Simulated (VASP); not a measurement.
Output of a VASP run:

OUTCAR:
```
 ion  position               nearest neighbor table
   1  0.000  0.000  0.000-
   2  0.500  0.500  0.500-
  LATTYP: Found a face centered cubic cell.
 ALAT       =     5.5693673506
 Subroutine PRICEL returns:
 Original cell was already a primitive cell.
 Subroutine GETGRP returns: Found 48 space group operations
The static configuration has the point symmetry O_h .
The dynamic configuration has the point symmetry O_h .
 Subroutine INISYM returns: Found 48 space group operations
 Subroutine IBZKPT returns following result:
 Found     35 irreducible k-points:

 Following reciprocal coordinates:
            Coordinates               Weight
  0.000000  0.000000  0.000000      1.000000
  0.111111  0.000000  0.000000      8.000000
  0.222222  0.000000  0.000000      8.000000
  0.333333  0.000000  0.000000      8.000000
  0.444444  0.000000  0.000000      8.000000
  0.111111  0.111111  0.000000      6.000000
  0.222222  0.111111  0.000000     24.000000
  0.333333  0.111111  0.000000     24.000000
  0.444444  0.111111  0.000000     24.000000
 -0.444444  0.111111  0.000000     24.000000
 -0.333333  0.111111  0.000000     24.000000
 -0.222222  0.111111  0.000000     24.000000
 -0.111111  0.111111  0.000000     12.000000
  0.222222  0.222222  0.000000      6.000000
  0.333333  0.222222  0.000000     24.000000
  0.444444  0.222222  0.000000     24.000000
 -0.444444  0.222222  0.000000     24.000000
 -0.333333  0.222222  0.000000     24.000000
 -0.222222  0.222222  0.000000     12.000000
  0.333333  0.333333  0.000000      6.000000
  0.444444  0.333333  0.000000     24.000000
 -0.444444  0.333333  0.000000     24.000000
 -0.333333  0.333333  0.000000     12.000000
  0.444444  0.444444  0.000000      6.000000
 -0.444444  0.444444  0.000000     12.000000
  0.333333  0.222222  0.111111     24.000000
  0.444444  0.222222  0.111111     48.000000
 -0.444444  0.222222  0.111111     48.000000
  0.444444  0.333333  0.111111     24.000000
 -0.444444  0.333333  0.111111     48.000000
 -0.333333  0.333333  0.111111     48.000000
 -0.222222  0.333333  0.111111     24.000000
 -0.444444  0.444444  0.111111     24.000000
 -0.333333  0.444444  0.111111     24.000000
 -0.333333  0.444444  0.222222     24.000000
   k-points           NKPTS =     35   k-points in BZ     NKDIM =     35   number of bands    NBANDS=     11
   number of dos      NEDOS =    601   number of ions     NIONS =      2
   total plane-waves  NPLWV =  27000
   dimension x,y,z NGX =    30 NGY =   30 NGZ =   30
   dimension x,y,z NGXF=    60 NGYF=   60 NGZF=   60
   ions per type =               1   1
   PREC   = accura    normal or accurate (medium, high low for compatibility)
   ISTART =      0    job   : 0-new  1-cont  2-samecut
   ICHARG =      2    charge: 1-file 2-atom 10-const
   ISPIN  =      1    spin polarized calculation?
   LNONCOLLINEAR =      F non collinear calculations
   LSORBIT =      F    spin-orbit coupling
   INIWAV =      1    electr: 0-lowe 1-rand  2-diag
   ENCUT  =  520.0 eV  38.22 Ry    6.18 a.u.   7.32  7.32  7.32*2*pi/ulx,y,z
   NELM   =    100;   NELMIN=  2; NELMDL= -5     # of ELM steps
   EDIFF  = 0.1E-06   stopping-criterion for ELM
   LREAL  =      F    real-space projection
   NLSPLINE    = F    spline interpolate recip. space projectors
   LMAXMIX     =    2 max onsite mixed and CHGCAR
   VOSKOWN=      0    Vosko Wilk Nusair interpolation
   EDIFFG = 0.1E-05   stopping-criterion for IOM
   NSW    =      0    number of steps for IOM
   NBLOCK =      1;   KBLOCK =      1    inner block; outer block
   IBRION =     -1    ionic relax: 0-MD 1-quasi-New 2-CG
   NFREE  =      0    steps in history (QN), initial steepest desc. (CG)
   ISIF   =      2    stress and relaxation
   ISYM   =      2    0-nonsym 1-usesym 2-fastsym
   TEIN   =    0.0    initial temperature
   TEBEG  =    0.0;   TEEND  =   0.0 temperature during run
...
```

File OSZICAR:
```
       N       E                     dE             d eps       ncg     rms          rms(c)
DAV:   1     0.851467628320E+02    0.85147E+02   -0.77578E+03   776   0.132E+03
DAV:   2    -0.101671705283E+02   -0.95314E+02   -0.90489E+02   860   0.301E+02
DAV:   3    -0.182836567172E+02   -0.81165E+01   -0.80681E+01   949   0.839E+01
DAV:   4    -0.184593224268E+02   -0.17567E+00   -0.17545E+00   891   0.133E+01
DAV:   5    -0.184633132728E+02   -0.39908E-02   -0.39902E-02  1034   0.192E+00    0.222E+00
DAV:   6    -0.160299440896E+02    0.24334E+01   -0.78357E-01   818   0.102E+01    0.219E+00
DAV:   7    -0.161004629983E+02   -0.70519E-01   -0.19406E-01   815   0.655E+00    0.742E-01
DAV:   8    -0.165758208059E+02   -0.47536E+00   -0.28669E-01   773   0.554E+00    0.917E-01
DAV:   9    -0.162766047066E+02    0.29922E+00   -0.95884E-02   773   0.399E+00    0.538E-01
DAV:  10    -0.163025476042E+02   -0.25943E-01   -0.39404E-02   773   0.267E+00    0.251E-01
DAV:  11    -0.162847667794E+02    0.17781E-01   -0.12706E-02   770   0.177E+00    0.158E-01
DAV:  12    -0.162849650245E+02   -0.19825E-03   -0.53068E-05  1030   0.106E-01    0.164E-01
DAV:  13    -0.162853439959E+02   -0.37897E-03   -0.10728E-03   770   0.465E-01    0.136E-02
DAV:  14    -0.162856311451E+02   -0.28715E-03   -0.16852E-04   776   0.188E-01    0.229E-02
DAV:  15    -0.162855781879E+02    0.52957E-04   -0.40061E-05   779   0.972E-02    0.118E-02
DAV:  16    -0.162855711407E+02    0.70471E-05   -0.91633E-06   794   0.448E-02    0.375E-03
DAV:  17    -0.162855497220E+02    0.21419E-04   -0.20629E-06   809   0.192E-02    0.116E-03
DAV:  18    -0.162855495572E+02    0.16480E-06   -0.79056E-07   800   0.134E-02    0.130E-03
DAV:  19    -0.162855509074E+02   -0.13502E-05   -0.24344E-07   818   0.726E-03    0.105E-03
DAV:  20    -0.162855502276E+02    0.67981E-06   -0.54528E-08   866   0.342E-03    0.267E-04
DAV:  21    -0.162855491994E+02    0.10282E-05   -0.15603E-07   776   0.634E-03    0.825E-05
DAV:  22    -0.162855492333E+02   -0.33964E-07   -0.74945E-09   598   0.144E-03
   1 F= -.16285549E+02 E0= -.16285549E+02  d E =0.000000E+00
       N       E                     dE             ncg
       N       E                     dE             ncg
```

OUTCAR:
```
------------------------ aborting loop because EDIFF is reached ----------------------------------------
  FORCE on cell =-STRESS in cart. coord.  units (eV):
  Direction    XX          YY          ZZ          XY          YZ          ZX
  --------------------------------------------------------------------------------------
  Total        0.0149821      0.0149821      0.0149821     -0.0000000      0.0000000     -0.0000000
  in kB        0.5558106      0.5558106      0.5558106     -0.0000000      0.0000000     -0.0000000
  external PRESSURE =       0.5558106 kB  Pullay stress =       0.0000000 kB
  volume of cell :       43.19
      direct lattice vectors                 reciprocal lattice vectors
     0.000000000  2.784683675  2.784683675    -0.179553608  0.179553608  0.179553608
     2.784683675  0.000000000  2.784683675     0.179553608 -0.179553608  0.179553608
     2.784683675  2.784683675  0.000000000     0.179553608  0.179553608 -0.179553608
  FREE ENERGIE OF THE ION-ELECTRON SYSTEM (eV)
  ---------------------------------------------------
  free  energy   TOTEN  =       -16.2855492333 eV

  energy  without entropy=      -16.2855492333  energy(sigma->0) =      -16.28554923

 total charge

# of ion       s       p       d       tot
------------------------------------------
    1        0.041   5.982   0.000   6.023
    2        1.589   3.615   0.000   5.204
--------------------------------------------------
tot          1.630   9.597   0.000  11.227
```
(Selected blocks of OUTCAR.)

File POSCAR:
```
NaCl
1
    0.0000000000     2.7846836753     2.7846836753
    2.7846836753     0.0000000000     2.7846836753
    2.7846836753     2.7846836753     0.0000000000
Na Cl
1 1
Direct
  0.0000000000   0.0000000000   0.0000000000
  0.5000000000   0.5000000000   0.5000000000
```

Task: Write an INCAR and KPOINTS that could have produced this output.

Result: One answer among several that fit: the input of the run itself, SCAN meta-GGA, plane waves, VASP's PBE PAW potentials (set 64).

KPOINTS_OPT:
```
k-points along high-symmetry lines
10
Line-mode
Reciprocal
  0.000000   0.000000   0.000000 ! GAMMA
  0.500000   0.000000   0.500000 ! X

  0.500000   0.000000   0.500000 ! X
  0.625000   0.250000   0.625000 ! U

  0.375000   0.375000   0.750000 ! K
  0.000000   0.000000   0.000000 ! GAMMA

  0.000000   0.000000   0.000000 ! GAMMA
  0.500000   0.500000   0.500000 ! L

  0.500000   0.500000   0.500000 ! L
  0.500000   0.250000   0.750000 ! W

  0.500000   0.250000   0.750000 ! W
  0.500000   0.000000   0.500000 ! X
```

**KPOINTS**
```
Automatic mesh
0
Gamma
9 9 9
0 0 0
```

INCAR:
```
SYSTEM = NaCl
PREC = Accurate
ENCUT = 520
EDIFF = 1E-7
NELM = 100
ALGO = Normal
LREAL = .FALSE.
LASPH = .TRUE.
ISMEAR = -5
METAGGA = SCAN
LMIXTAU = .TRUE.
LWAVE = .FALSE.
LCHARG = .FALSE.
LORBIT = 11
NEDOS = 601
ISIF = 2
```

POTCAR, in this order: Na_pv Cl (PBE.64 set). Program: vasp_std.

The compound is NaCl in the rock salt structure. It was relaxed first.
